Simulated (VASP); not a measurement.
Given:

```
Al2Au
1.0
    0.00000     3.02643     3.02643
    3.02643     0.00000     3.02643
    3.02643     3.02643     0.00000
Al Au
2 1
Cartesian
  1.51321   1.51321   1.51321
  4.53964   4.53964   4.53964
  0.00000   0.00000   0.00000
```

All values below come from optB88-vdW, VASP's PBE PAW potentials (set 64) (plane waves; VASP). Numerical set-up: 520 eV cut-off, Gaussian smearing of 0.050 eV, potentials Al Au.

Unless said otherwise, spin-orbit coupling is left out, though it shifts the bands of the heavy elements here.

Problem. Estimate the band gap (along the path) with the smallest direct gap where there is one.

Solution. 
```json
{
  "band gap (along the path)": "none (metal, semimetal or under 0.01 eV)"
}
```

The absolute energy has meaning only against runs of the same code, potentials and settings.

The compound is AuAl2 in the fluorite structure. It was relaxed first. The electron count is odd and the run is not spin-polarised, which forces a metal.
